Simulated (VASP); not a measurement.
# LiAl20 in VASP: further runs

One slab, LiAl20, is run at these levels: PBE+D3(BJ); tasks: single point, relaxation of the atoms.

Program: VASP 6.6.1. These are calculated values, not measurements. Logs are shortened: lines on timing, memory, paths and dates and some standing lists are left out, and cuts for length are marked.

## 1. The structure

The cell holds a slab with vacuum, 21 atoms: a = 5.728 Å, b = 5.728 Å, c = 20.100 Å, α = 90.00°, β = 90.00°, γ = 90.00°.

The cell was built by a generator and needn't be a form met in nature.

## 2. Single point, PBE+D3(BJ)

INCAR

```
ALGO = Fast
EDIFF = 1E-7
ENCUT = 520
GGA = PE
ISIF = 2
ISMEAR = -1
IVDW = 12
LASPH = True
LCHARG = False
LREAL = Auto
LWAVE = False
NBANDS = 48
NELM = 100
PREC = Accurate
SIGMA = 0.15
```

KPOINTS

```
k-points
0
Gamma
  3 3 1
```

POSCAR

```
LiAl20
1.0
    5.7275650000      0.0000000000      0.0000000000
    0.0000000000      5.7275650000      0.0000000000
    0.0000000000      0.0000000000     20.1000000000
Al Li
20 1
Direct
    0.0000000000      0.0000000000      0.0497512000
    0.5000000000      0.0000000000      0.0497512000
    0.0000000000      0.5000000000      0.0497512000
    0.5000000000      0.5000000000      0.0497512000
    0.2500088554      0.2500108522      0.1488905306
    0.7499898632      0.2499535178      0.1488809512
    0.2499638157      0.7499869911      0.1488807265
    0.7499166562      0.7498939461      0.1488118637
   -0.0007580090     -0.0007812476      0.2485659719
    0.5005610661     -0.0007421856      0.2485523565
   -0.0007124225      0.5005337014      0.2485481032
    0.5005462264      0.5005254621      0.2485317021
    0.2497258168      0.2496509532      0.3479852199
    0.7495580138      0.2499062491      0.3480971803
    0.2499258489      0.7494356937      0.3480983342
    0.7498764585      0.7498407762      0.3481108782
   -0.0018599070     -0.0019179717      0.4463277388
    0.5015252902     -0.0020843907      0.4464417576
   -0.0019863758      0.5014078619      0.4464824281
    0.5010585196      0.5009789420      0.4466534823
    0.2488375490      0.2485333409      0.5374996174
```

Potentials or basis: VASP PAW PBE potentials, release 64 (Al, Li_sv).

The run is started by

```
> cat potpaw_PBE.64/Al/POTCAR potpaw_PBE.64/Li_sv/POTCAR > POTCAR
> mpirun -np 1 vasp_std > vasp.out
```

OUTCAR:

```text
EDIFF = 1E-7
   ENCUT = 520
   GGA = PE
   ISIF = 2
   ISMEAR = -1
   IVDW = 12
   LASPH = True
   LREAL = Auto
   NELM = 100
   PREC = Accurate
 IVDW          = 12

 ion  position               nearest neighbor table
   1  0.000  0.000  0.050-   8 2.84   6 2.84   7 2.84   5 2.84   2 2.86   3 2.86   3 2.86   2 2.86

   2  0.500  0.000  0.050-   8 2.84   6 2.84   7 2.84   5 2.84   1 2.86   4 2.86   4 2.86   1 2.86

   3  0.000  0.500  0.050-   8 2.84   7 2.84   5 2.84   6 2.84   1 2.86   4 2.86   1 2.86   4 2.86
[... 20 lines left out ...]
                            15 2.86  14 2.86  14 2.86  15 2.87
  14  0.750  0.250  0.348-  17 2.83  18 2.83  19 2.83  20 2.83  10 2.85  12 2.85   9 2.85  11 2.85
                            13 2.86  16 2.86  16 2.86  13 2.86
  15  0.250  0.749  0.348-  17 2.83  18 2.83  19 2.83  20 2.83  11 2.85  12 2.85   9 2.85  10 2.85
                            13 2.86  16 2.86  16 2.86  13 2.87
  16  0.750  0.750  0.348-  17 2.82  18 2.82  19 2.82  20 2.83   9 2.84  10 2.84  11 2.84  12 2.84
                            14 2.86  15 2.86  15 2.86  14 2.86
  17  0.998  0.998  0.446-  21 2.73  16 2.82  14 2.83  15 2.83  13 2.84  18 2.84  19 2.84  19 2.88
                            18 2.88
  18  0.502  0.998  0.446-  21 2.74  16 2.82  14 2.83  15 2.83  13 2.84  17 2.84  20 2.85  20 2.88
                            17 2.88
  19  0.998  0.501  0.446-  21 2.74  16 2.82  15 2.83  14 2.83  13 2.84  17 2.84  20 2.85  20 2.88
                            17 2.88
  20  0.501  0.501  0.447-  21 2.74  16 2.83  14 2.83  15 2.83  13 2.84  18 2.85  19 2.85  19 2.88
                            18 2.88
  21  0.249  0.249  0.537-  17 2.73  18 2.74  19 2.74  20 2.74

  LATTYP: Found a simple tetragonal cell.
 ALAT       =     5.7275650000
 C/A-ratio  =     3.5093447215

  Lattice vectors:

 A1 = (   5.7275650000,   0.0000000000,   0.0000000000)
 A2 = (   0.0000000000,   5.7275650000,   0.0000000000)
 A3 = (   0.0000000000,   0.0000000000,  20.1000000000)

Analysis of symmetry for initial positions (statically):
=====================================================================
 Subroutine PRICEL returns:
 Original cell was already a primitive cell.

 Routine SETGRP: Setting up the symmetry group for a
 simple tetragonal supercell.

 Subroutine GETGRP returns: Found  1 space group operations
 (whereof  1 operations were pure point group operations)
 out of a pool of 16 trial point group operations.

The static configuration has the point symmetry C_1 .

Analysis of symmetry for dynamics (positions and initial velocities):
=====================================================================
 Subroutine PRICEL returns:
 Original cell was already a primitive cell.

 Routine SETGRP: Setting up the symmetry group for a
 simple tetragonal supercell.

 Subroutine GETGRP returns: Found  1 space group operations
 (whereof  1 operations were pure point group operations)
 out of a pool of 16 trial point group operations.

The dynamic configuration has the point symmetry C_1 .

 Subroutine INISYM returns: Found  1 space group operations
 (whereof  1 operations are pure point group operations),
 and found     1 'primitive' translations

----------------------------------------------------------------------------------------

                                     Primitive cell

  volume of cell :     659.3805

  direct lattice vectors                    reciprocal lattice vectors
     5.727565000  0.000000000  0.000000000     0.174594265  0.000000000  0.000000000
     0.000000000  5.727565000  0.000000000     0.000000000  0.174594265  0.000000000
     0.000000000  0.000000000 20.100000000     0.000000000  0.000000000  0.049751244

  length of vectors
     5.727565000  5.727565000 20.100000000     0.174594265  0.174594265  0.049751244

  position of ions in fractional coordinates (direct lattice)
     0.000000000  0.000000000  0.049751200
     0.500000000  0.000000000  0.049751200
     0.000000000  0.500000000  0.049751200
     0.500000000  0.500000000  0.049751200
     0.250008855  0.250010852  0.148890531
     0.749989863  0.249953518  0.148880951
[... 13 lines left out ...]
     0.501058520  0.500978942  0.446653482
     0.248837549  0.248533341  0.537499617

  ion indices of the primitive-cell ions
   primitive index   ion index
                 1           1
                 2           2
                 3           3
                 4           4
                 5           5
                 6           6
[... 13 lines left out ...]
                20          20
                21          21

----------------------------------------------------------------------------------------

 KPOINTS: k-points

Automatic generation of k-mesh.
 Grid dimensions read from file:
 generate k-points for:    3    3    1

 Generating k-lattice:

  Cartesian coordinates                     Fractional coordinates (reciprocal lattice)
     0.058198088  0.000000000  0.000000000     0.333333333  0.000000000  0.000000000
     0.000000000  0.058198088  0.000000000     0.000000000  0.333333333  0.000000000
     0.000000000  0.000000000  0.049751244     0.000000000  0.000000000  1.000000000

  Length of vectors
     0.058198088  0.058198088  0.049751244

  Shift w.r.t. Gamma in fractional coordinates (k-lattice)
     0.000000000  0.000000000  0.000000000

 Subroutine IBZKPT returns following result:
 ===========================================

 Found      5 irreducible k-points:

 Following reciprocal coordinates:
            Coordinates               Weight
  0.000000  0.000000  0.000000      1.000000
  0.333333  0.000000  0.000000      2.000000
  0.000000  0.333333  0.000000      2.000000
  0.333333  0.333333  0.000000      2.000000
 -0.333333  0.333333  0.000000      2.000000
   k-points           NKPTS =      5   k-points in BZ     NKDIM =      5   number of bands    NBANDS=     48
   number of dos      NEDOS =    301   number of ions     NIONS =     21
   total plane-waves  NPLWV = 345600
   dimension x,y,z NGX =    48 NGY =   48 NGZ =  150
   dimension x,y,z NGXF=    96 NGYF=   96 NGZF=  300
   ions per type =              20   1
   NGX,Y,Z   is equivalent  to a cutoff of  13.93, 13.93, 12.41 a.u.
   NGXF,Y,Z  is equivalent  to a cutoff of  27.86, 27.86, 24.81 a.u.
 SYSTEM =  unknown system
   PREC   = accura    normal or accurate (medium, high low for compatibility)
   ISTART =      0    job   : 0-new  1-cont  2-samecut
   ICHARG =      2    charge: 1-file 2-atom 10-const
   ISPIN  =      1    spin polarized calculation?
   LNONCOLLINEAR =      F non collinear calculations
   LSORBIT =      F    spin-orbit coupling
   LASPH  =      T    aspherical Exc in radial PAW
   ENCUT  =  520.0 eV  38.22 Ry    6.18 a.u.  10.65 10.65 37.37*2*pi/ulx,y,z
   NELM   =    100;   NELMIN=  2; NELMDL= -5     # of ELM steps
   EDIFF  = 0.1E-06   stopping-criterion for ELM
   LREAL  =      T    real-space projection
   EDIFFG = 0.1E-05   stopping-criterion for IOM
   NSW    =      0    number of steps for IOM
   IBRION =     -1    ionic relax: 0-MD 1-quasi-New 2-CG
   NFREE  =      0    steps in history (QN), initial steepest desc. (CG)
   ISIF   =      2    stress and relaxation
   ISYM   =      2    0-nonsym 1-usesym 2-fastsym
   POTIM  = 0.5000    time-step for ionic-motion
   TEBEG  =    0.0;   TEEND  =   0.0 temperature during run
   PSTRESS=    0.0 pullay stress
   NELECT =      63.0000    total number of electrons
   NUPDOWN=      -1.0000    fix difference up-down
   EMIN   =  10.00;   EMAX   =-10.00  energy-range for DOS
   EFERMI =   0.00;   METHOD = LEGACY
   ISMEAR =    -1;   SIGMA  =   0.15  broadening in eV -4-tet -1-fermi 0-gaus
   EFERMI_NEDOS =   21; number of points for ismear=-14 and -15
   IALGO  =     68    algorithm
   IMIX   =      4    mixing-type and parameters
     AMIX     =   0.40;   BMIX     =  1.00
     AMIX_MAG =   1.60;   BMIX_MAG =  1.00
  volume/ion in A,a.u.               =      31.40       211.89
  Fermi-wavevector in a.u.,A,eV,Ry     =   0.748416  1.414301  7.620981  0.560126
  Thomas-Fermi vector in A             =   1.844698
   LORBIT       =      0    0 simple, 1 ext, 2 COOP (PROOUT), +10 PAW based schemes
   GGA     = PE    functional components
   LHFCALC =     F    Hartree Fock is set to
   AEXX    =    0.0000 exact exchange contribution
   IVDW    =    12    specifies the selected vdW correction
   LEPSILON=     F    determine dielectric tensor
   LRPA    =     F    only Hartree local field effects (RPA)
 non-spin polarized calculation
 RMM-DIIS sequential band-by-band and
  energy-cutoff  :      520.00
  volume of cell :      659.38
 maximum number of plane-waves:     17755
 NGX is ok and might be reduce to    42
   NGX = 21   NGY = 21   NGZ = 75

 number of electron      62.9999996 magnetization

 Free energy of the ion-electron system (eV)
  ---------------------------------------------------
  ext. energy  EPLUGINS =         0.00000000
  ---------------------------------------------------
  free energy    TOTEN  =       -74.00124821 eV

  energy without entropy =      -73.26349146  energy(sigma->0) =      -73.63236983

 E-fermi :   2.3686     XC(G=0):  -6.2051

 val. band max:        2.3327697256   @ k =   0.3333   0.0000   0.0000
 cond. band min:       2.4389946435   @ k =  -0.3333   0.3333   0.0000
 fundamental gap:      0.1062249179
 Fermi energy:         2.3686471778

 k-point     1 :       0.0000    0.0000    0.0000
  band No.  band energies     occupation
      1     -44.9712      2.00000
      2      -8.4458      2.00000
      3      -7.5086      2.00000
      4      -5.9840      2.00000
      5      -4.0317      2.00000
      6      -4.0315      2.00000
[... 219 lines left out ...]
     42       4.4535      0.00000
     43       4.7447      0.00000
 [bands above 43 left out]

------------------------ aborting loop because EDIFF is reached ----------------------------------------

 Edisp (eV)   -5.42678

 E8    (eV) :    -2.4927

  FORCE on cell =-STRESS in cart. coord.  units (eV):
  Direction    XX          YY          ZZ          XY          YZ          ZX
  --------------------------------------------------------------------------------------
  -------------------------------------------------------------------------------------
  Total      -9.67112    -9.67086    -0.25467     0.00847     0.02442     0.01865
  in kB     -23.49911   -23.49848    -0.61881     0.02057     0.05935     0.04531
  external pressure =      -15.87 kB  Pullay stress =        0.00 kB

 VOLUME and BASIS-vectors are now :
 -----------------------------------------------------------------------------
  energy-cutoff  :      520.00
  volume of cell :      659.38
      direct lattice vectors                 reciprocal lattice vectors
     5.727565000  0.000000000  0.000000000     0.174594265  0.000000000  0.000000000
     0.000000000  5.727565000  0.000000000     0.000000000  0.174594265  0.000000000
     0.000000000  0.000000000 20.100000000     0.000000000  0.000000000  0.049751244

 POSITION                                       TOTAL-FORCE (eV/Angst)
 -----------------------------------------------------------------------------------
      0.00000      0.00000      1.00000        -0.037372     -0.037366      0.003728
      2.86378      0.00000      1.00000         0.037241     -0.036665      0.003463
      0.00000      2.86378      1.00000        -0.036457      0.037067      0.003397
      2.86378      2.86378      1.00000         0.036230      0.036269      0.003104
      1.43194      1.43195      2.99270        -0.000891     -0.001184      0.001948
      4.29562      1.43163      2.99251         0.000720     -0.001090      0.000646
[... 13 lines left out ...]
      2.86985      2.86939      8.97773         0.004428      0.004374     -0.008854
      1.42523      1.42349     10.80374         0.003257      0.003985      0.009787
 -----------------------------------------------------------------------------------
    total drift:                               -0.003809     -0.003628      0.040509

  FREE ENERGIE OF THE ION-ELECTRON SYSTEM (eV)
  ---------------------------------------------------
  free  energy   TOTEN  =       -79.4280322932 eV

  energy  without entropy=      -78.6902755435  energy(sigma->0) =      -79.05915392
```

Wall time 5.9 min (1 thread of Intel Xeon 6975P-C (Granite Rapids), shared host); peak memory 0.71 GiB.

Results:

- Free energy: -79.4280 eV
- Largest force: 0.053 eV/Å
- Band gap on the k mesh: none (metal or under the smearing width)
- Dispersion energy per atom: -0.258 eV

Forces on the atoms (eV/Å):
```
Al  -0.037 -0.037  0.004
Al   0.037 -0.037  0.003
Al  -0.036  0.037  0.003
Al   0.036  0.036  0.003
Al  -0.001 -0.001  0.002
Al   0.001 -0.001  0.001
Al  -0.001  0.001  0.001
Al   0.002  0.003  0.000
Al   0.002  0.002  0.000
Al  -0.002  0.001  0.001
Al   0.001 -0.002  0.002
Al  -0.002 -0.002  0.002
Al   0.000  0.000 -0.010
Al   0.000  0.001 -0.004
Al   0.000  0.001 -0.004
Al  -0.005 -0.006 -0.009
Al   0.000 -0.001  0.002
Al  -0.004  0.000  0.002
Al   0.000 -0.003  0.000
Al   0.004  0.004 -0.009
Li   0.003  0.004  0.010
```

Caveat: the k mesh is coarse (spacing up to 0.37 Å⁻¹), so the values aren't converged; the cutoff is under 1.25 times the usual one of these potentials, so pressure, stress and relaxed cells hold a basis-set (Pulay) error.

## 3. Relaxation of the atoms, PBE+D3(BJ)

INCAR

```
ALGO     = Fast           # electronic algorithm
EDIFF    = 1E-7           # SCF threshold, eV
EDIFFG   = -0.08          # ionic threshold
ENCUT    = 520            # plane-wave cutoff, eV
GGA      = PE             # functional
IBRION   = 2              # ionic algorithm
ISIF     = 2              # what is computed and relaxed
ISMEAR   = -1             # smearing method
IVDW     = 12             # dispersion correction
LASPH    = True           # aspherical terms in the spheres
LCHARG   = False          # write CHGCAR
LREAL    = Auto         
LWAVE    = False          # write WAVECAR
NELM     = 100            # most SCF steps
NSW      = 45             # ionic steps
PREC     = Accurate       # precision mode
SIGMA    = 0.15           # smearing width, eV
```

KPOINTS is that of step 2.

POSCAR

```
LiAl20
1.0
    5.7275650000      0.0000000000      0.0000000000
    0.0000000000      5.7275650000      0.0000000000
    0.0000000000      0.0000000000     20.1000000000
Al Li
20 1
Selective dynamics
Direct
    0.0000000000      0.0000000000      0.0497512000  F F F
    0.5000000000      0.0000000000      0.0497512000  F F F
    0.0000000000      0.5000000000      0.0497512000  F F F
    0.5000000000      0.5000000000      0.0497512000  F F F
    0.2500000000      0.2500000000      0.1504975000  T T T
    0.7500000000      0.2500000000      0.1504975000  T T T
    0.2500000000      0.7500000000      0.1504975000  T T T
    0.7500000000      0.7500000000      0.1504975000  T T T
    0.0000000000      0.0000000000      0.2512438000  T T T
    0.5000000000      0.0000000000      0.2512438000  T T T
    0.0000000000      0.5000000000      0.2512438000  T T T
    0.5000000000      0.5000000000      0.2512438000  T T T
    0.2500000000      0.2500000000      0.3519900000  T T T
    0.7500000000      0.2500000000      0.3519900000  T T T
    0.2500000000      0.7500000000      0.3519900000  T T T
    0.7500000000      0.7500000000      0.3519900000  T T T
    0.0000000000      0.0000000000      0.4527363000  T T T
    0.5000000000      0.0000000000      0.4527363000  T T T
    0.0000000000      0.5000000000      0.4527363000  T T T
    0.5000000000      0.5000000000      0.4527363000  T T T
    0.2398354000      0.2370392000      0.5358209000  T T T
```

Potentials or basis: VASP PAW PBE potentials, release 64 (Al, Li_sv).

The run is started by

```
> cat potpaw_PBE.64/Al/POTCAR potpaw_PBE.64/Li_sv/POTCAR > POTCAR
> mpirun -np 1 vasp_std > vasp.out
```

Run time: 25 min. Hardware: 1 thread of Intel Xeon 6975P-C (Granite Rapids), shared host; peak memory 0.81 GiB.

The run converged. Its results:

```yaml
Free_energy: -79.4162 eV
Energy_gained_by_relaxing: 3.6 meV/atom
Ionic_steps: 7
Band_gap_on_the_k_mesh: none (metal or under the smearing width)
Dispersion_energy_per_atom: -0.257 eV
```

The path:
| step | energy change (eV) | largest force (eV/Å) | pressure (GPa) |
| --- | --- | --- | --- |
| 1 | 0.0000 | 0.5255 | -1.95 |
| 2 | -0.0331 | 0.3733 | -1.94 |
| 3 | -0.0577 | 0.1574 | -1.90 |
| 4 | -0.0580 | 0.1757 | -1.89 |
| 5 | -0.0639 | 0.1261 | -1.89 |
| 6 | -0.0712 | 0.1289 | -1.86 |
| 7 | -0.0747 | 0.1225 | -1.84 |

Final structure:
```yaml
crystal:
  lattice:
    - [5.72757, 0.00000, 0.00000]
    - [0.00000, 5.72757, 0.00000]
    - [0.00000, 0.00000, 20.10000]
  atoms:
    - { symbol: Al, position: [0.00000, 0.00000, 0.04975] }
    - { symbol: Al, position: [0.50000, 0.00000, 0.04975] }
    - { symbol: Al, position: [0.00000, 0.50000, 0.04975] }
    - { symbol: Al, position: [0.50000, 0.50000, 0.04975] }
    - { symbol: Al, position: [0.25009, 0.25012, 0.15038] }
    - { symbol: Al, position: [0.75002, 0.24992, 0.15043] }
    - { symbol: Al, position: [0.24994, 0.75002, 0.15043] }
    - { symbol: Al, position: [0.75003, 0.75004, 0.15028] }
    - { symbol: Al, position: [0.99959, 0.99962, 0.25100] }
    - { symbol: Al, position: [0.50050, 0.99982, 0.25092] }
    - { symbol: Al, position: [0.99985, 0.50048, 0.25090] }
    - { symbol: Al, position: [0.50021, 0.50025, 0.25082] }
    - { symbol: Al, position: [0.24970, 0.24961, 0.35111] }
    - { symbol: Al, position: [0.74927, 0.25033, 0.35082] }
    - { symbol: Al, position: [0.25027, 0.74907, 0.35082] }
    - { symbol: Al, position: [0.74910, 0.74887, 0.35024] }
    - { symbol: Al, position: [0.99711, 0.99681, 0.44891] }
    - { symbol: Al, position: [0.50044, 0.99705, 0.44944] }
    - { symbol: Al, position: [0.99741, 0.50014, 0.44959] }
    - { symbol: Al, position: [0.50031, 0.50002, 0.45011] }
    - { symbol: Li, position: [0.24609, 0.24502, 0.54154] }
```

Levels at points of the mesh, in eV from the Fermi level:
```tsv
k point	band 28	band 29	band 30	band 31	band 32	band 33	band 34	band 35	band 36	band 37
(0.00, 0.00, 0.00)	-1.32	-1.23	-0.55	-0.39	-0.39	-0.12	-0.12	-0.11	0.63	0.73
```

Caveat: the k mesh is coarse (spacing up to 0.37 Å⁻¹), so the values aren't converged; the cutoff is under 1.25 times the usual one of these potentials, so pressure, stress and relaxed cells hold a basis-set (Pulay) error; the relaxation stopped at a loose force limit of 0.08 eV/Å, so its end isn't a converged minimum.
